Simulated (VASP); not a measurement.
Here is the system:

```xyz
4
Lattice="3.0662 0.0000 0.0000 -1.5331 2.6554 0.0000 0.0000 0.0000 8.5660" Properties=species:S:1:pos:R:3 pbc="T T T"
W      0.0000     1.7703     0.3246
W      1.5331     0.8851     4.6076
Se     0.0000     1.7703     2.8877
Se     1.5331     0.8851     7.1707
```

Calculation: PBEsol GGA, VASP's PBE PAW potentials (set 64) (plane waves; VASP). Settings: 400 eV cut-off, Gaussian smearing of 0.050 eV, potentials W_sv Se.

Give the energies of bands 11 to 23 at the high-symmetry points, in eV from the Fermi level.

```tsv
band	Γ	M	K	A	L	H
11	-8.74	-8.12	-6.95	-7.80	-7.88	-6.68
12	-6.76	-7.83	-6.56	-7.80	-7.88	-6.68
13	-3.25	-5.75	-6.56	-3.11	-5.71	-6.46
14	-3.11	-5.32	-6.37	-3.11	-5.71	-6.46
15	-2.21	-3.48	-4.84	-2.08	-3.15	-4.94
16	-2.21	-3.35	-4.84	-2.08	-3.15	-4.94
17	-1.93	-2.49	-1.77	-2.08	-2.95	-1.71
18	-1.93	-2.40	-1.66	-2.08	-2.95	-1.71
19	-0.08	-1.31	-1.16	0.18	-0.38	-1.47
20	-0.08	-0.48	-1.16	0.18	-0.38	-1.47
21	0.59	1.38	0.01	0.18	2.42	1.07
22	0.59	2.49	1.59	0.18	2.42	1.07
23	2.37	3.13	1.59	3.26	2.65	2.21
```

It has no gap at this level: it comes out as a metal or semimetal.

The structure was generated: WSe was put into the wurtzite type (P6_3mc), which need not be its known phase. It was relaxed first, which changed the volume by -50 %.
